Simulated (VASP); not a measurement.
Here is the system:

```xyz
4
Lattice="3.2623 0.0000 0.0000 -1.6311 2.8252 0.0000 0.0000 0.0000 5.2623" Properties=species:S:1:pos:R:3 pbc="T T T"
Zn     1.6311     0.9417     2.6342
Zn     0.0000     1.8835     0.0031
O      1.6311     0.9417     4.6293
O      0.0000     1.8835     1.9982
```

Method: PBE0 hybrid, VASP's PBE PAW potentials (set 64) (plane waves; VASP). Run with 400 eV cut-off, 6×6×3 Γ-centred mesh, Gaussian smearing of 0.010 eV, potentials Zn O.

At this cut-off the stress carries a Pulay error, which pulls relaxed volumes low.

Question: Predict the energy per atom (σ→0), pressure, band gap (on the k-mesh) with the smallest direct gap where there is one.

Answer: 
The band gap (on the k-mesh) is 3.12 eV and the smallest direct gap (on the k-mesh) is 3.12 eV. The energy per atom (σ→0) is -576.6 kJ/mol of atoms. The pressure comes out as -5.48 GPa.

The structure comes from a computed database's ZnO entry; how it stands against other phases isn't given here. The cell was not relaxed at this level.
